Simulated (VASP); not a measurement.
# C (relaxed from the hcp structure, space group P6_3/mmc): computed properties

Level of theory: r2SCAN meta-GGA, VASP's PBE PAW potentials (set 64) (plane waves; VASP).

| Property | Value |
|---|---|
| space group | P6_3/mmc (194) |
| cell | a = b = 2.5062 Å, c = 2.2424 Å, α = β = 90.00°, γ = 120.00° |
| volume per atom | 6.10 Å^3/atom |
| band gap (over mesh and band path) | none (metal, semimetal or under 0.01 eV) |
| density | 3.27 g/cm³ |

```
C
1.0
    2.50617     0.00000     0.00000
   -1.25309     2.17041     0.00000
    0.00000     0.00000     2.24244
C
2
Direct
  0.33333   0.66667   0.25000
  0.66667   0.33333   0.75000
```

The structure was generated: C was put into the hcp type (P6_3/mmc), which need not be its known phase. It was relaxed first, which changed the volume by -16 %. Symmetry was kept, so distortions that lower it aren't found.
